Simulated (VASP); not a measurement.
# CaSc (Fm-3m) in VASP: notebook, part 2 of 2

VASP 6.6.1.

### 3 Relaxation of cell and atoms, PBE (random cell by space group and Wyckoff sites (Fm-3m, No. 225))

INCAR

```
ALGO = Fast
EDIFF = 1E-6
EDIFFG = -0.01
ENCUT = 600
GGA = PE
IBRION = 2
ISIF = 3
ISMEAR = 0
LASPH = T
LCHARG = F
LREAL = F
LWAVE = F
NELM = 60
NSW = 100
PREC = Accurate
SIGMA = 0.1
```

KPOINTS

```
k-points
0
Gamma
  16 16 16
```

POSCAR

```
CaSc
1.0
    0.0000000000      3.2216376985      3.2216376985
    3.2216376985      0.0000000000      3.2216376985
    3.2216376985      3.2216376985      0.0000000000
Ca Sc
1 1
Direct
    0.5000000000      0.5000000000      0.5000000000
    0.0000000000      0.0000000000      0.0000000000
```

Potentials or basis: VASP PAW PBE potentials, release 64 (Ca_sv, Sc_sv).

Run with:

```bash
$ cat potpaw_PBE.64/Ca_sv/POTCAR potpaw_PBE.64/Sc_sv/POTCAR > POTCAR
$ mpirun -np 1 vasp_std > vasp.out
```

OUTCAR:

```text
EDIFF = 1E-6
   EDIFFG = -0.01
   ENCUT = 600
   GGA = PE
   IBRION = 2
   ISIF = 3
   ISMEAR = 0
   LASPH = T
   LREAL = F
   NELM = 60
   NSW = 100
   PREC = Accurate

 ion  position               nearest neighbor table
   1  0.500  0.500  0.500-   2 3.22   2 3.22   2 3.22   2 3.22   2 3.22   2 3.22
   2  0.000  0.000  0.000-   1 3.22   1 3.22   1 3.22   1 3.22   1 3.22   1 3.22

  LATTYP: Found a face centered cubic cell.
 ALAT       =     6.4432753970

  Lattice vectors:

 A1 = (   0.0000000000,   3.2216376985,   3.2216376985)
 A2 = (   3.2216376985,   0.0000000000,   3.2216376985)
 A3 = (   3.2216376985,   3.2216376985,   0.0000000000)

Analysis of symmetry for initial positions (statically):
=====================================================================
 Subroutine PRICEL returns:
 Original cell was already a primitive cell.

 Routine SETGRP: Setting up the symmetry group for a
 face centered cubic supercell.

 Subroutine GETGRP returns: Found 48 space group operations
 (whereof 48 operations were pure point group operations)
 out of a pool of 48 trial point group operations.

The static configuration has the point symmetry O_h .

Analysis of symmetry for dynamics (positions and initial velocities):
=====================================================================
 Subroutine PRICEL returns:
 Original cell was already a primitive cell.

 Routine SETGRP: Setting up the symmetry group for a
 face centered cubic supercell.

 Subroutine GETGRP returns: Found 48 space group operations
 (whereof 48 operations were pure point group operations)
 out of a pool of 48 trial point group operations.

The dynamic configuration has the point symmetry O_h .

 Subroutine INISYM returns: Found 48 space group operations
 (whereof 48 operations are pure point group operations),
 and found     1 'primitive' translations

----------------------------------------------------------------------------------------

                                     Primitive cell

  volume of cell :      66.8744

  direct lattice vectors                    reciprocal lattice vectors
     0.000000000  3.221637698  3.221637698    -0.155200568  0.155200568  0.155200568
     3.221637698  0.000000000  3.221637698     0.155200568 -0.155200568  0.155200568
     3.221637698  3.221637698  0.000000000     0.155200568  0.155200568 -0.155200568

  length of vectors
     4.556083726  4.556083726  4.556083726     0.268815269  0.268815269  0.268815269

  position of ions in fractional coordinates (direct lattice)
     0.500000000  0.500000000  0.500000000
     0.000000000  0.000000000  0.000000000

  ion indices of the primitive-cell ions
   primitive index   ion index
                 1           1
                 2           2

----------------------------------------------------------------------------------------

 KPOINTS: k-points

Automatic generation of k-mesh.
 Grid dimensions read from file:
 generate k-points for:   16   16   16

 Generating k-lattice:

  Cartesian coordinates                     Fractional coordinates (reciprocal lattice)
    -0.009700035  0.009700035  0.009700035     0.062500000  0.000000000  0.000000000
     0.009700035 -0.009700035  0.009700035     0.000000000  0.062500000  0.000000000
     0.009700035  0.009700035 -0.009700035     0.000000000  0.000000000  0.062500000

  Length of vectors
     0.016800954  0.016800954  0.016800954

[... 47 lines left out ...]
   ISPIN  =      1    spin polarized calculation?
   LNONCOLLINEAR =      F non collinear calculations
   LSORBIT =      F    spin-orbit coupling
   LASPH  =      T    aspherical Exc in radial PAW
   ENCUT  =  600.0 eV  44.10 Ry    6.64 a.u.   9.10  9.10  9.10*2*pi/ulx,y,z
   NELM   =     60;   NELMIN=  2; NELMDL= -5     # of ELM steps
   EDIFF  = 0.1E-05   stopping-criterion for ELM
   LREAL  =      F    real-space projection
   EDIFFG = -.1E-01   stopping-criterion for IOM
   NSW    =    100    number of steps for IOM
   IBRION =      2    ionic relax: 0-MD 1-quasi-New 2-CG
   NFREE  =      1    steps in history (QN), initial steepest desc. (CG)
   ISIF   =      3    stress and relaxation
   ISYM   =      2    0-nonsym 1-usesym 2-fastsym
   POTIM  = 0.5000    time-step for ionic-motion
   TEBEG  =    0.0;   TEEND  =   0.0 temperature during run
   PSTRESS=    0.0 pullay stress
   NELECT =      21.0000    total number of electrons
   NUPDOWN=      -1.0000    fix difference up-down
   EMIN   =  10.00;   EMAX   =-10.00  energy-range for DOS
   EFERMI =   0.00;   METHOD = LEGACY
   ISMEAR =     0;   SIGMA  =   0.10  broadening in eV -4-tet -1-fermi 0-gaus
   EFERMI_NEDOS =   21; number of points for ismear=-14 and -15
   IALGO  =     68    algorithm
   IMIX   =      4    mixing-type and parameters
     AMIX     =   0.40;   BMIX     =  1.00
     AMIX_MAG =   1.60;   BMIX_MAG =  1.00
  volume/ion in A,a.u.               =      33.44       225.65
  Fermi-wavevector in a.u.,A,eV,Ry     =   1.112742  2.102778 16.846669  1.238195
  Thomas-Fermi vector in A             =   2.249320
   LORBIT       =      0    0 simple, 1 ext, 2 COOP (PROOUT), +10 PAW based schemes
   GGA     = PE    functional components
   LHFCALC =     F    Hartree Fock is set to
   AEXX    =    0.0000 exact exchange contribution
   IVDW    =     0    specifies the selected vdW correction
   LEPSILON=     F    determine dielectric tensor
   LRPA    =     F    only Hartree local field effects (RPA)
 conjugate gradient relaxation of ions
 non-spin polarized calculation
 RMM-DIIS sequential band-by-band and
 Gauss-broadening in eV      SIGMA  =   0.10
  energy-cutoff  :      600.00
  volume of cell :       66.87
 maximum number of plane-waves:      2252
   NGX = 19   NGY = 19   NGZ = 19

--------------------------------------- Ionic step        1  -------------------------------------------

 number of electron      21.0000001 magnetization

 Free energy of the ion-electron system (eV)
  ---------------------------------------------------
  ext. energy  EPLUGINS =         0.00000000
  ---------------------------------------------------
  free energy    TOTEN  =        -6.55016877 eV

  energy without entropy =       -6.52772810  energy(sigma->0) =       -6.53894844

------------------------ aborting loop because EDIFF is reached ----------------------------------------

  FORCE on cell =-STRESS in cart. coord.  units (eV):
  Direction    XX          YY          ZZ          XY          YZ          ZX
  --------------------------------------------------------------------------------------
  -------------------------------------------------------------------------------------
  Total        0.0969481      0.0969481      0.0969481      0.0000000      0.0000000      0.0000000
  in kB        2.3226814      2.3226814      2.3226814      0.0000000      0.0000000      0.0000000
  external PRESSURE =       2.3226814 kB  Pullay stress =       0.0000000 kB
[... 59 lines left out ...]
--------------------------------------- Ionic step        3  -------------------------------------------

 number of electron      21.0000000 magnetization

 Free energy of the ion-electron system (eV)
  ---------------------------------------------------
  ext. energy  EPLUGINS =         0.00000000
  ---------------------------------------------------
  free energy    TOTEN  =        -6.55073054 eV

  energy without entropy =       -6.52833142  energy(sigma->0) =       -6.53953098

 E-fermi :   2.5390     XC(G=0):  -8.5352

 val. band max:        2.5387941775   @ k =   0.4375   0.3125   0.0000
 cond. band min:       2.5464844433   @ k =   0.1250   0.1250   0.0000
 fundamental gap:      0.0076902658
 Fermi energy:         2.5390226598

 k-point     1 :       0.0000    0.0000    0.0000
  band No.  band energies     occupation
      1     -47.9719      2.00000
      2     -38.8773      2.00000
      3     -26.6009      2.00000
      4     -26.6009      2.00000
      5     -26.6009      2.00000
      6     -19.8993      2.00000
      7     -19.8993      2.00000
      8     -19.8993      2.00000
      9      -1.8813      2.00000
     10       2.4278      1.88424
     11       2.4278      1.88424
     12       2.4278      1.88424
     13       2.4837      1.56594
     14       2.4837      1.56594
[... 377 lines left out ...]
      1     -47.9718      2.00000
      2     -38.8772      2.00000
      3     -26.6014      2.00000
      4     -26.6012      2.00000
      5     -26.6008      2.00000
      6     -19.9027      2.00000
      7     -19.9004      2.00000
      8     -19.9001      2.00000
      9      -1.7490      2.00000
     10       2.3610      1.98820
     11       2.4888      1.52273
     12       2.5038      1.38116
     13       2.5327      1.07085
     14       2.5361      1.03241

 [... further k-points ...]
[... 5 lines left out ...]
  --------------------------------------------------------------------------------------
  -------------------------------------------------------------------------------------
  Total        0.0153665      0.0153665      0.0153665     -0.0000000     -0.0000000     -0.0000000
  in kB        0.3647498      0.3647498      0.3647498     -0.0000000     -0.0000000     -0.0000000
  external PRESSURE =       0.3647498 kB  Pullay stress =       0.0000000 kB
[... 17 lines left out ...]
  FREE ENERGIE OF THE ION-ELECTRON SYSTEM (eV)
  ---------------------------------------------------
  free  energy   TOTEN  =        -6.5507305446 eV

  energy  without entropy=       -6.5283314153  energy(sigma->0) =       -6.53953098

 reached required accuracy - stopping structural energy minimisation
```

It took 8.4 min on 1 thread of Intel Xeon Platinum 8375C at 2.90GHz (Ice Lake), shared host; peak memory 0.36 GiB.

What came out:

| Quantity | Value |
| --- | --- |
| Free energy | -6.5507 eV |
| Relaxed volume | 33.75 Å³/atom |
| Relaxed cell | a = 4.570 Å, b = 4.570 Å, c = 4.570 Å, α = 60.00°, β = 60.00°, γ = 60.00° |
| Space group after relaxing (to 0.05 Å) | Fm-3m (No. 225) |
| Energy gained by relaxing | 0.3 meV/atom |
| Ionic steps | 3 |
| Pressure after relaxing | 0.0 GPa |

The path:
```tsv
step	energy change (eV)	largest force (eV/Å)	pressure (GPa)	volume (Å³)
1	0.0000	0.0000	0.23	66.87
2	-0.0005	0.0000	0.08	67.34
3	-0.0006	0.0000	0.04	67.50
```

Final structure:
```
Ca Sc
1.0
     0.00000    3.23162    3.23162
     3.23162    0.00000    3.23162
     3.23162    3.23162    0.00000
Ca Sc
1 1
Direct
  0.50000 0.50000 0.50000
  0.00000 0.00000 0.00000
```

Levels at points of the mesh, in eV from the Fermi level:
| k point | band 7 | band 8 | band 9 | band 10 | band 11 | band 12 | band 13 | band 14 |
| --- | --- | --- | --- | --- | --- | --- | --- | --- |
| (0.00, 0.00, 0.00) | -22.44 | -22.44 | -4.42 | -0.11 | -0.11 | -0.11 | -0.06 | -0.06 |
| (0.50, 0.00, 0.00) | -22.45 | -22.45 | -1.87 | -1.62 | 0.46 | 0.46 | 1.27 | 1.51 |
| (0.50, 0.50, 0.00) | -22.45 | -22.45 | -1.49 | -1.12 | -0.53 | 0.35 | 0.40 | 1.41 |

Caveat: the bands computed are all filled at some k points, so no gap is given.

### 4 Single point, PBE (random cell by space group and Wyckoff sites (Fm-3m, No. 225))

INCAR

```
SYSTEM = CaSc
PREC     = Accurate       ! precision mode
ENCUT    = 520            ! plane-wave cutoff, eV
EDIFF    = 1E-6           ! SCF threshold, eV
ISMEAR   = 0              ! smearing method
SIGMA    = 0.1            ! smearing width, eV
LREAL    = .False.        ! projectors in reciprocal space
LASPH    = .True.         ! aspherical terms in the spheres
NELM     = 80             ! most SCF steps
ALGO     = Normal         ! electronic algorithm
ISIF     = 2              ! what is computed and relaxed
LWAVE    = .False.        ! write WAVECAR
LCHARG   = .False.        ! write CHGCAR
GGA      = PE             ! functional
NBANDS   = 18             ! bands
```

KPOINTS

```
Automatic mesh
0
Gamma
  6 6 6
  0 0 0
```

POSCAR is that of step 3.

Potentials or basis: VASP PAW PBE potentials, release 64 (Ca_sv, Sc_sv).

Run with:

```bash
$ cat potpaw_PBE.64/Ca_sv/POTCAR potpaw_PBE.64/Sc_sv/POTCAR > POTCAR
$ mpirun -np 1 vasp_std > vasp.out
```

OUTCAR:

```text
SYSTEM = CaSc
   PREC = Accurate
   ENCUT = 520
   EDIFF = 1E-6
   ISMEAR = 0
   LREAL = .False.
   LASPH = .True.
   NELM = 80
   ISIF = 2
   GGA = PE

 ion  position               nearest neighbor table
   1  0.500  0.500  0.500-   2 3.22   2 3.22   2 3.22   2 3.22   2 3.22   2 3.22
   2  0.000  0.000  0.000-   1 3.22   1 3.22   1 3.22   1 3.22   1 3.22   1 3.22

  LATTYP: Found a face centered cubic cell.
 ALAT       =     6.4432753970

  Lattice vectors:

 A1 = (   0.0000000000,   3.2216376985,   3.2216376985)
 A2 = (   3.2216376985,   0.0000000000,   3.2216376985)
[... 513 lines left out ...]

  FORCE on cell =-STRESS in cart. coord.  units (eV):
  Direction    XX          YY          ZZ          XY          YZ          ZX
  --------------------------------------------------------------------------------------
  -------------------------------------------------------------------------------------
  Total        0.1063235      0.1063235      0.1063235      0.0000000      0.0000000     -0.0000000
  in kB        2.5472986      2.5472986      2.5472986      0.0000000      0.0000000     -0.0000000
  external PRESSURE =       2.5472986 kB  Pullay stress =       0.0000000 kB

 VOLUME and BASIS-vectors are now :
 -----------------------------------------------------------------------------
  energy-cutoff  :      520.00
  volume of cell :       66.87
      direct lattice vectors                 reciprocal lattice vectors
     0.000000000  3.221637698  3.221637698    -0.155200568  0.155200568  0.155200568
     3.221637698  0.000000000  3.221637698     0.155200568 -0.155200568  0.155200568
     3.221637698  3.221637698  0.000000000     0.155200568  0.155200568 -0.155200568

 POSITION                                       TOTAL-FORCE (eV/Angst)
 -----------------------------------------------------------------------------------
      3.22164      3.22164      3.22164         0.000000      0.000000     -0.000000
      0.00000      0.00000      0.00000        -0.000000     -0.000000      0.000000
 -----------------------------------------------------------------------------------
    total drift:                                0.000000      0.000000      0.000000

  FREE ENERGIE OF THE ION-ELECTRON SYSTEM (eV)
  ---------------------------------------------------
  free  energy   TOTEN  =        -6.5506266902 eV

  energy  without entropy=       -6.5292600713  energy(sigma->0) =       -6.53994338
```

stdout:

```text
POSCAR found type information on POSCAR CaSc
 POSCAR found :  2 types and       2 ions
 scaLAPACK will be used
 LDA part: xc-table for (Slater+PW92), standard interpolation
 POSCAR, INCAR and KPOINTS ok, starting setup
 FFT: planning ... GRIDC
 FFT: planning ... GRID_SOFT
 FFT: planning ... GRID
 WAVECAR not read
 entering main loop
```

Wall time 21 s (1 thread of Intel Xeon Platinum 8375C at 2.90GHz (Ice Lake), shared host); peak memory 0.2 GiB.

What came out:

```yaml
Free_energy: -6.5506 eV
Pressure: 0.3 GPa
Band_gap_on_the_k_mesh: none (metal or under the smearing width)
```

### 5 The runs side by side

```tsv
task	cell	k mesh	cutoff (eV)	gap on the mesh (eV)	pressure (GPa)
single point	random cell by space group and Wyckoff sites (Fm-3m, No. 225)	16 × 16 × 16	520	none	0.0
relaxation of cell and atoms	relaxed from: random cell by space group and Wyckoff sites (Fm-3m, No. 225)	16 × 16 × 16	600	-	0.0
single point	random cell by space group and Wyckoff sites (Fm-3m, No. 225)	6 × 6 × 6	520	none	0.3
```

Alike in all rows: level PBE; potentials or basis VASP PAW PBE potentials, release 64 (Ca_sv, Sc_sv); no spin polarisation; smearing gaussian 0.1 eV.

Caveats: the bands computed are all filled at some k points, so no gap is given (some runs).

Total energies depend on the potentials used, so only differences within one code and one set of settings carry meaning.
